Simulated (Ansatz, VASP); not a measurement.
# YSb: VASP beside Ansatz

One calculation is typed for both programs; each brings its own data sets and cutoff. How far apart do they land? The cell is taken from a series of VASP runs on this material, whose earlier steps may have relaxed, scaled or displaced it; both programs get it as it stands.

Main program and level: Ansatz 0.2.0; plane waves, with VASP 6.6.1 beside it; band structure at LDA.

## 1. The structure

The structure is monoclinic, space group Cm (No. 8). Conventional cell: a = 7.550 Å, b = 4.359 Å, c = 4.359 Å, α = 90.00°, β = 125.26°, γ = 90.00°. Nearest to Y lie 6 Sb at 3.03 to 3.14 Å. Nearest to Sb lie 6 Y at 3.03 to 3.14 Å. Farther neighbours are not listed. That group holds within 0.01 Å; judged at 0.001 Å it is P1 (No. 1).

## 2. Ansatz: band structure, LDA

Ansatz runs on its default PAW (the set named soft_2) files.

With cell and atoms fixed, the geometry can't cause a difference; cores, projectors, grids and the points listed under the comparison can.

input.yaml

```yaml
crystal:
  lattice:
    - [0.0, 3.08225, 3.08225]
    - [3.08225, 0.0, 3.08225]
    - [3.08225, 3.08225, 0.0]
  atoms:
    - { symbol: "Y", position: [0.497348, 0.502919, 0.507707] }
    - { symbol: Sb, position: [0.002443, -0.005025, 0.019828] }
hamiltonian:
  xc: lda
  pseudopotentials: { kind: paw }
kpoints:
  mp_grid: { grid: [11, 11, 11] }
  band_path:
    path:
      - [0.0, 0.0, 0.0]
      - [0.16667, 0.0, 0.16667]
      - [0.33333, 0.0, 0.33333]
      - [0.5, 0.0, 0.5]
      - [0.5, 0.08333, 0.58333]
      - [0.5, 0.18333, 0.68333]
      - [0.5, 0.25, 0.75]
      - [0.45, 0.3, 0.75]
      - [0.40833, 0.34167, 0.75]
      - [0.35, 0.35, 0.7]
      - [0.225, 0.225, 0.45]
      - [0.075, 0.075, 0.15]
      - [0.03333, 0.03333, 0.03333]
      - [0.23333, 0.23333, 0.23333]
      - [0.4, 0.4, 0.4]
      - [0.51667, 0.46667, 0.51667]
      - [0.55833, 0.38333, 0.55833]
      - [0.60833, 0.28333, 0.60833]
      - [0.60833, 0.25, 0.64167]
      - [0.55833, 0.25, 0.69167]
      - [0.51667, 0.25, 0.73333]
      - [0.5, 0.3, 0.7]
      - [0.5, 0.38333, 0.61667]
      - [0.5, 0.48333, 0.51667]
      - [0.475, 0.475, 0.55]
      - [0.425, 0.425, 0.65]
      - [0.38333, 0.38333, 0.73333]
      - [0.59167, 0.18333, 0.59167]
      - [0.55, 0.1, 0.55]
      - [0.5, 0.0, 0.5]
    npoints: 1
scf:
  occupations: { method: fermi_dirac, width: 0.05 }
  n_extra_bands: 7
output:
  forces: true
  stress: true
  eigenvalues: true
```

Run with:

```sh
ansatz run input.yaml --threads 2 --pin off --max-ram 4608MiB --backend cpu --events-out ev --progress --plain --runs-dir out
```

Numbers of over 12 decimals in the logs are rounded to 6 here.

The program printed:

```text
scf.n_extra_bands = 7 over 13 filled bands (N_el = 26.0): the run solves 20 bands
Engine: ansatz 0.2.0, aarch64-unknown-linux-gnu
Pseudopotentials: kind: paw
Pseudopotential: Y, paw, valence charge 11, recommended cutoff 420 eV (normal), Y.paw.azcp
Pseudopotential: Sb, paw, valence charge 15, recommended cutoff 420 eV (normal), Sb.paw.azcp
Functional definition: SPW92
  exchange = slater_x
  correlation = pw_c
Crystal: 2 atoms, lattice volume = 58.564 Å³
Basis set: ecut = 420 eV, 1139 PW (Γ)
Bands: 20, of which v1, the nominal top of the filled ones, is band 13 counted from 1 (12 counted from 0)
Symmetry: 1 space group operations
Space group: P1 (ITA 1), of the structure as read, at distance tolerance 3.9e-5 Å
k-points: 666 of 1331 (time reversal used)
Non-local potential: Y, projectors of the file, l = 0: 3, l = 1: 2, l = 2: 2, l = 3: 1
Non-local potential: Sb, projectors of the file, l = 0: 2, l = 1: 2, l = 2: 2, l = 3: 2
PAW form: soft (Blöchl's): semilocal exchange-correlation on the pseudo side does not see the compensation charge
PAW frozen core: Y, regenerated for the run's functional, and the local potential with it (the file was generated under x = pbe(κ = 0.804, μ = 0.219515), c = pbe(β = 0.066725))
PAW frozen core: Sb, regenerated for the run's functional, and the local potential with it (the file was generated under x = pbe(κ = 0.804, μ = 0.219515), c = pbe(β = 0.066725))
PAW one-centre angular grid: Y, 590 points (default); XC on 64 Gauss nodes
PAW one-centre angular grid: Sb, 590 points (default); XC on 64 Gauss nodes
Initial density: superposition of atomic densities (neutral atoms: chi_scale 0, normalization atom), corrected by the library's trained network
Initial wavefunctions: pseudopotential atomic-orbital guess
Functional: x = slater, c = lda
SCF iter   1: F=—  HF=-10083.832045 eV  |F-HF|=—  |Δ(HF+E_count)|=         —  Δρ=5.63e-3  dr2=7.04e-3  ethr=1.77e-3  ⟨swp⟩=6.0  Hψ=68730  notcnv=0  defer=1
preconditioner: auto → Kerker (q_TF=auto, 2.383 Å⁻¹)  [metal: Δε(μ)=0.022 eV  Ē_g=7.921 eV  σ=0.050 eV  W_gap=0.11  n_scr=14 (ndim 8)  ℏωp=13.7 eV  f_vac=0.000  D(μ)=0.38/eV (n_scr^D=0)]
SCF iter   2: F=—  HF=-10083.829337 eV  |F-HF|=—  |Δ(HF+E_count)|=   2.71e-3  Δρ=3.13e-3  dr2=2.05e-3  ethr=2.71e-5  ⟨swp⟩=1.8  Hψ=20312  notcnv=0  defer=41
SCF iter   3: F=—  HF=-10083.828830 eV  |F-HF|=—  |Δ(HF+E_count)|=   5.08e-4  Δρ=4.55e-4  dr2=1.01e-4  ethr=7.87e-6  ⟨swp⟩=2.3  Hψ=18614  notcnv=0  defer=41
SCF iter   4: F=—  HF=-10083.828786 eV  |F-HF|=—  |Δ(HF+E_count)|=   4.36e-5  Δρ=1.85e-4  dr2=2.16e-5  ethr=3.88e-7  ⟨swp⟩=2.0  Hψ=20039  notcnv=0  defer=41
SCF iter   5: F=—  HF=-10083.828782 eV  |F-HF|=—  |Δ(HF+E_count)|=   4.27e-6  Δρ=5.27e-5  dr2=1.80e-6  ethr=8.31e-8  ⟨swp⟩=2.0  Hψ=20278  notcnv=0  defer=41
SCF iter   6: F=—  HF=-10083.828781 eV  |F-HF|=—  |Δ(HF+E_count)|=   2.56e-7  Δρ=2.34e-5  dr2=2.83e-7  ethr=6.93e-9  ⟨swp⟩=1.6  Hψ=13100  notcnv=0  defer=41
SCF iter   7: F=-10083.828781 eV  HF=-10083.828781 eV  |F-HF|=3.16e-9  |Δ(HF+E_count)|=   1.25e-7  Δρ=3.53e-6  dr2=6.82e-9  ethr=3.85e-10  ⟨swp⟩=8.8  Hψ=51691  notcnv=0
SCF 1 converged in 7 iterations: F = -10083.828781 eV  dr2 = 6.82e-9
  greatest PAW one-centre occupation: 0.997 electrons in one spin orbital (limit 2), on the Sb atom at site 1 (counted from 0), in its partial waves of l = 2
NSCF: frozen V_eff on 30 k-points
SCF converged after 7 iterations
Free energy (F): -10083.828781 eV
Harris-Foulkes:  -10083.828781 eV  (|F-HF|=3.16e-9)
Internal energy: -10083.825917 eV  (E = F + TS)
E sigma→0 (E₀):  -10083.827349 eV
Entropy (-TS):   -0.002864 eV (-1.432 meV/atom)
Fermi energy:    9.941631 eV
--- Per-component energies (eV) ---
  E_band       = -273.476863
  E_kinetic    = 515.131180
  E_local      = -2212.953895  (includes V_loc(G=0)·N_el)
  E_nonlocal   = 421.142633
  E_hartree    = 927.698012
  E_xc         = -310.562465
  E_vxc        = -297.218877  (∫ρ·V_xc dr)
  E_paw        = -7152.630954  (= ΣΔE_a)
  E_vpaw       = -554.975845  (= ΣTr[D̂ρ^β])
  E_aug_tail   = -0.000001  (compensation charges beyond the density's cutoff)
  E_ewald      = -2272.538836
  E_core_change = 0.888409  (= ΣΔE_core)
  E_smearing   = -0.002864  (= −TS)
  E_closure    = -0.000000  (closes the sum)
  Σ components = -10083.828781   (vs F -10083.828781, Δ=0.00e0)
--- Forces (eV/Å), atoms counted from 1 ---
  atom   1  Y      0.05946533     0.24752658    -0.04054512
  atom   2  Sb    -0.05946564    -0.24752883     0.04054531
  max |Σ_I F_I| component: 2.25e-6 eV/Å
--- Stress (GPa, compression-positive) ---
       -3.240072      -0.017919       0.002953
       -0.017919      -3.042729       0.012216
        0.002953       0.012216      -3.246664
  P = ⅓ Tr σ = -3.1765 GPa (-31.765 kbar)
--- Band table (eV; the first three rows and the last of 666) ---
  k-point 0: bands = [... 9 lower, -0.0546, 10.5675, 10.5738, 10.5983, 10.9495, 11.0127, 11.0221, 11.6006, ... 3 higher]
  k-point 1: bands = [... 9 lower, 0.0328, 9.6771, 10.0117, 10.0275, 11.1148, 11.1285, 11.3545, 12.2754, ... 3 higher]
  k-point 2: bands = [... 9 lower, 0.2828, 8.4399, 9.2902, 9.2947, 11.3963, 11.4003, 11.5437, 13.3883, ... 3 higher]
  k-point 665: bands = [... 9 lower, 1.3964, 5.7876, 8.0253, 8.1241, 12.5352, 12.6992, 12.8491, 13.7634, ... 3 higher]
```

Run time: 30 s. Hardware: 2 threads of Arm Neoverse V2, shared host; peak memory 0.97 GiB; 59 s of CPU time.

## 3. VASP: band structure, LDA

The same cell, functional (in two slightly different forms), mesh and smearing now go to VASP, with its own data sets and cutoff.

Lines of VASP's logs that name or quote its potential files are left out, and so is its time.

INCAR

```
SYSTEM = YSb
PREC = Accurate
ENCUT = 400
EDIFF = 1E-06
NELM = 100
ISMEAR = -1
SIGMA = 0.05
LREAL = .FALSE.
ALGO = Normal
GGA = CA
NBANDS = 20
LASPH = .TRUE.
LORBIT = 11
LWAVE = .FALSE.
LCHARG = .FALSE.
KPAR = 2
```

POSCAR

```
YSb
1.0
    0.0000000000      3.0822500000      3.0822500000
    3.0822500000      0.0000000000      3.0822500000
    3.0822500000      3.0822500000      0.0000000000
Y Sb
1 1
Direct
    0.4973480000      0.5029190000      0.5077070000
    0.0024430000     -0.0050250000      0.0198280000
```

KPOINTS

```
Automatic mesh
0
Gamma
11 11 11
0 0 0
```

KPOINTS_OPT

```
Line mode
16
Line-mode
Reciprocal
  0.00000000   0.00000000   0.00000000 GAMMA
  0.50000000   0.00000000   0.50000000 X

  0.50000000   0.00000000   0.50000000 X
  0.50000000   0.25000000   0.75000000 W

  0.50000000   0.25000000   0.75000000 W
  0.37500000   0.37500000   0.75000000 K

  0.37500000   0.37500000   0.75000000 K
  0.00000000   0.00000000   0.00000000 GAMMA

  0.00000000   0.00000000   0.00000000 GAMMA
  0.50000000   0.50000000   0.50000000 L

  0.50000000   0.50000000   0.50000000 L
  0.62500000   0.25000000   0.62500000 U

  0.62500000   0.25000000   0.62500000 U
  0.50000000   0.25000000   0.75000000 W

  0.50000000   0.25000000   0.75000000 W
  0.50000000   0.50000000   0.50000000 L

  0.50000000   0.50000000   0.50000000 L
  0.37500000   0.37500000   0.75000000 K

  0.62500000   0.25000000   0.62500000 U
  0.50000000   0.00000000   0.50000000 X
```

PAW data sets: Y_sv and Sb (LDA family, release 64).

Run with:

```sh
mpirun -np 2 vasp_std
```

The program printed:

```text
[banner, memory and clock lines left out]
running    2 mpi-ranks, on    1 nodes
 distrk:  each k-point on    1 cores,    2 groups
 distr:  one band on    1 cores,    1 groups

 POSCAR found type information on POSCAR Y Sb
 POSCAR found :  2 types and       2 ions
 LDA part: xc-table for (Slater(with rela. corr.)+CA(PZ))
 , standard interpolation
 POSCAR, INCAR and KPOINTS ok, starting setup
 FFT: planning ... GRIDC
 FFT: planning ... GRID_SOFT
 FFT: planning ... GRID
 WAVECAR not read
 entering main loop
       N       E                     dE             d eps       ncg     rms          rms(c)
DAV:   1     0.493083503880E+02    0.49308E+02   -0.55627E+03 26808   0.566E+02
DAV:   2    -0.112391609194E+02   -0.60548E+02   -0.57414E+02 35052   0.155E+02
DAV:   3    -0.149271552351E+02   -0.36880E+01   -0.36235E+01 39552   0.268E+01
DAV:   4    -0.150480885214E+02   -0.12093E+00   -0.12065E+00 34188   0.435E+00
DAV:   5    -0.150500486190E+02   -0.19601E-02   -0.19599E-02 32952   0.527E-01    0.256E+01
DAV:   6    -0.142803292113E+02    0.76972E+00   -0.39931E-01 28604   0.411E+00    0.184E+01
DAV:   7    -0.142250853675E+02    0.55244E-01   -0.27079E-01 34564   0.317E+00    0.406E+00
DAV:   8    -0.141992349185E+02    0.25850E-01   -0.85675E-02 28076   0.182E+00    0.563E-01
DAV:   9    -0.141972244177E+02    0.20105E-02   -0.65850E-03 29004   0.522E-01    0.333E-01
DAV:  10    -0.141972569665E+02   -0.32549E-04   -0.42172E-04 34140   0.120E-01    0.303E-01
DAV:  11    -0.141972452085E+02    0.11758E-04   -0.85938E-05 29500   0.616E-02    0.261E-02
DAV:  12    -0.141972453342E+02   -0.12567E-06   -0.50006E-06 30368   0.134E-02
   1 F= -.14197245E+02 E0= -.14195841E+02  d E =-.280932E-02
 Start KPOINTS_OPT (optional k-point list driver)
k-point batch [1-160\160]
       N       E                     dE             ncg
DAV:   1    -0.292868947064E+04   -0.79188E+05     6448
DAV:   2    -0.126375521035E+05   -0.97089E+04     8476
DAV:   3    -0.132491708265E+05   -0.61162E+03     9784
DAV:   4    -0.132685744281E+05   -0.19404E+02     7844
DAV:   5    -0.132689236376E+05   -0.34921E+00     7888
DAV:   6    -0.132689339554E+05   -0.10318E-01     8480
DAV:   7    -0.132689341529E+05   -0.19751E-03     8084
DAV:   8    -0.132689341613E+05   -0.84497E-05     6028
DAV:   9    -0.132689341617E+05   -0.37366E-06     4620
```

Parts of OUTCAR (step 3):

```text
ion  position               nearest neighbor table
   1  0.497  0.503  0.508-   2 3.03   2 3.07   2 3.07   2 3.09   2 3.10   2 3.14
   2  0.002  0.995  0.020-   1 3.03   1 3.07   1 3.07   1 3.09   1 3.10   1 3.14

  LATTYP: Found a face centered cubic cell.
 ALAT       =     6.1645000000

 Subroutine GETGRP returns: Found  1 space group operations
 (whereof  1 operations were pure point group operations)

The static configuration has the point symmetry C_1 .

 Found    666 irreducible k-points:

   k-points           NKPTS =    666   k-points in BZ     NKDIM =    666   number of bands    NBANDS=     20

   dimension x,y,z NGX =    28 NGY =   28 NGZ =   28
   dimension x,y,z NGXF=    56 NGYF=   56 NGZF=   56

   ENCUT  =  400.0 eV  29.40 Ry    5.42 a.u.   7.11  7.11  7.11*2*pi/ulx,y,z

   NELECT =      16.0000    total number of electrons

 k-points in reciprocal lattice and weights: Automatic mesh
   0.00000000  0.00000000  0.00000000       0.001
   0.09090909  0.00000000  0.00000000       0.002
   0.00000000  0.09090909  0.00000000       0.002
   0.00000000  0.00000000  0.09090909       0.002
   0.09090909  0.09090909  0.09090909       0.002
   0.18181818  0.00000000  0.00000000       0.002
   0.00000000  0.18181818  0.00000000       0.002
   0.00000000  0.00000000  0.18181818       0.002
   0.18181818  0.18181818  0.18181818       0.002
[...]
0.27272727  0.45454545 -0.27272727       0.002
   0.45454545 -0.27272727  0.18181818       0.002

 average (electrostatic) potential at core
       1 -35.6877       2 -87.3929

 E-fermi :   5.1163

 k-point     1 :       0.0000    0.0000    0.0000
  band No.  band energies     occupation
      1     -37.5321      2.00000
      2     -17.6224      2.00000
      3     -17.6216      2.00000
      4     -17.6215      2.00000
      5      -4.8384      2.00000
      6       5.7586      0.00001
      7       5.7652      0.00000
      8       5.7932      0.00000
      9       6.1157      0.00000
     10       6.1837      0.00000
    ...

 k-point     2 :       0.0909    0.0000    0.0000
  band No.  band energies     occupation
    ...
      2     -17.6307      2.00000
      3     -17.6224      2.00000
      4     -17.6219      2.00000
      5      -4.7500      2.00000
      6       4.8549      1.98932
      7       5.1983      0.32474
      8       5.2313      0.18237
      9       6.2823      0.00000
     10       6.2936      0.00000
     11       6.5163      0.00000
    ...

 k-point     3 :       0.0000    0.0909    0.0000
  band No.  band energies     occupation
    ...
      2     -17.6307      2.00000
      3     -17.6224      2.00000
      4     -17.6219      2.00000
      5      -4.7500      2.00000
      6       4.8580      1.98865
      7       5.1982      0.32566
      8       5.2256      0.20212
      9       6.2818      0.00000
     10       6.2949      0.00000
     11       6.5207      0.00000
    ...

  Total       -1.1378550     -1.0655157     -1.1403017     -0.0064810      0.0044345      0.0010760
  in kB      -31.1289110    -29.1498862    -31.1958454     -0.1773048      0.1213179      0.0294363
  external PRESSURE =     -30.4915475 kB  Pullay stress =       0.0000000 kB

  energy-cutoff  :      400.00
  volume of cell :       58.56
      direct lattice vectors                 reciprocal lattice vectors
     0.000000000  3.082250000  3.082250000    -0.162219158  0.162219158  0.162219158
     3.082250000  0.000000000  3.082250000     0.162219158 -0.162219158  0.162219158
     3.082250000  3.082250000  0.000000000     0.162219158  0.162219158 -0.162219158

 POSITION                                       TOTAL-FORCE (eV/Angst)
 -----------------------------------------------------------------------------------
      3.11500      3.09783      3.08307         0.060118      0.250122     -0.040971
      3.12788      0.06864      3.07429        -0.060118     -0.250122      0.040971
 -----------------------------------------------------------------------------------
    total drift:                               -0.000029      0.000069     -0.000035

  FREE ENERGIE OF THE ION-ELECTRON SYSTEM (eV)
  ---------------------------------------------------
  free  energy   TOTEN  =       -14.1972453342 eV

  energy  without entropy=      -14.1944360135  energy(sigma->0) =      -14.19584067

 total charge
# of ion       s       p       d       f       tot
--------------------------------------------------
    1        2.174   6.308   0.967   0.027   9.475
    2        1.125   1.458   0.014   0.000   2.598
--------------------------------------------------
tot          3.299   7.766   0.981   0.027  12.073

[... 3 further parts left out ...]
```

The run ends at a pressure of -3.05 GPa, with forces up to 0.26 eV/Å.

## 4. Side by side

Known differences besides the potentials themselves: the two LDA forms differ slightly; the data sets hold 26 valence electrons in Ansatz (default PAW (the set named soft_2) files) and 16 in VASP; the cutoff is 420 eV in Ansatz and 400 eV in VASP; VASP's log shows a relativistic correction to its local exchange, Ansatz's none. Total energies have different zeros and are not compared.

Both answers:

```tsv
quantity	Ansatz	VASP	difference
pressure (GPa)	-3.18	-3.05	-0.13
```

Forces (eV/Å; atoms numbered as in POSCAR):

```tsv
atom	Ansatz x, y, z	VASP x, y, z
Y1	0.059, 0.248, -0.041	0.060, 0.250, -0.041
Sb2	-0.059, -0.248, 0.041	-0.060, -0.250, 0.041
```

The forces differ by 1.6 meV/Å r.m.s., which is 1.0 % of the r.m.s. force of 0.15 eV/Å (both taken over all components). Levels from 3 eV below to 2 eV above the Fermi level differ by 7 meV r.m.s. and 20 meV at most; each VASP level is matched to the nearest of Ansatz, which flatters the figure a little.

## 5. Results

```
r.m.s. difference of levels near the Fermi level (band structure, LDA) : 7.4 meV
```

In words: The r.m.s. difference of levels near the Fermi level is 7.4 meV (band structure, LDA), within the 80 meV picked in this series as the mark of a large difference. 1 further run of this series is not shown here. Such differences can come from data sets, numerical settings and the points named under the comparisons, not from the functional's error against experiment.

[Lines on the potential files, build, host, timing and source positions are cut from VASP's logs without a mark.]

[Logs are printed without paths, hosts, clocks, repeated set-up lines and the standing remarks that a program may print on its own settings, such as how far it seeks lower states.]

[Hosts, paths, dates, database ids (printed as entryN), source tags and the programs' standing remarks are cut or masked in the printed files.]
